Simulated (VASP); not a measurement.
An input for Quantum ESPRESSO's pw.x (written as the equivalent of a VASP run, and not itself run):

```
&CONTROL
  calculation = 'scf'
  pseudo_dir = './pseudo'
  outdir = './out'
  tprnfor = .true.
  tstress = .true.
/
&SYSTEM
  ibrav = 0
  nat = 8
  ntyp = 3
  ecutwfc = 102
  occupations = 'tetrahedra'
  input_dft = 'pbesol'
/
&ELECTRONS
  conv_thr = 7.3e-09
  electron_maxstep = 100
/
ATOMIC_SPECIES
  Hg 200.592 Hg.upf
  Se 78.971 Se.upf
  Cd 112.414 Cd.upf
CELL_PARAMETERS angstrom
    -0.0000000    3.0492738    3.0492738
     3.0492738   -0.0000000    3.0492738
    12.1877333   12.1877333    0.0093620
ATOMIC_POSITIONS crystal
  Hg   0.0004696  0.0004696  0.9996478
  Se   0.2483550  0.2483550  0.0637338
  Se   0.2500607  0.2500607  0.3124545
  Se   0.2504004  0.2504004  0.5621997
  Se   0.2518603  0.2518603  0.8111048
  Cd   0.9986622  0.9986622  0.2510033
  Cd   0.9999358  0.9999358  0.5000481
  Cd   0.0002559  0.0002559  0.7498080
K_POINTS automatic
  10 10 3 0 0 0
```

**Question.** Translate this input to VASP (INCAR, KPOINTS, POSCAR, choice of POTCAR).

**Answer.** This is not unique; one that fits is 
**POSCAR**
```
Cd3HgSe4
1
   -0.0000000000     3.0492738151     3.0492738151
    3.0492738151    -0.0000000000     3.0492738151
   12.1877332922    12.1877332922     0.0093619680
Hg Se Cd
1 4 3
Direct
  0.0004696492   0.0004696492   0.9996477631
  0.2483549621   0.2483549621   0.0637337785
  0.2500607285   0.2500607285   0.3124544537
  0.2504003855   0.2504003855   0.5621997108
  0.2518602940   0.2518602940   0.8111047795
  0.9986622303   0.9986622303   0.2510033273
  0.9999358135   0.9999358135   0.5000481399
  0.0002559370   0.0002559370   0.7498080472
```

### INCAR
```
! general
SYSTEM =Cd3HgSe4
PREC   =Accurate
ENCUT  =400
LREAL  =F   ! projection in real space or not
LASPH  =T   ! aspherical one-centre terms

! electronic loop
EDIFF  =1E-7
NELM   =100   ! most electronic steps
ALGO   =Normal   ! blocked Davidson
LMAXMIX=6   ! l cut-off of mixed one-centre charges

! smearing
ISMEAR =-5   ! tetrahedra, Bloechl

! functional
GGA    =PS

! ions
ISIF   =2

! output
LWAVE  =F
LCHARG =T
LORBIT =11
NEDOS  =601   ! DOS grid
```

**KPOINTS**
```
Automatic mesh
0
Gamma
10 10 3
0 0 0
```

POTCAR, in this order: Hg Se Cd (PBE.64 set). Program: vasp_std.

What does not carry over: the potentials are each code's own (VASP's PAW set, PseudoDojo norm-conserving files in pw.x), so ENCUT and ecutwfc are chosen apart and not converted; conv_thr bounds pw.x's estimated SCF error, while EDIFF bounds the energy change between steps.

The structure was generated: Cd3HgSe4 was put into an ordered model structure (R3m), which need not be its known phase. It was relaxed first.
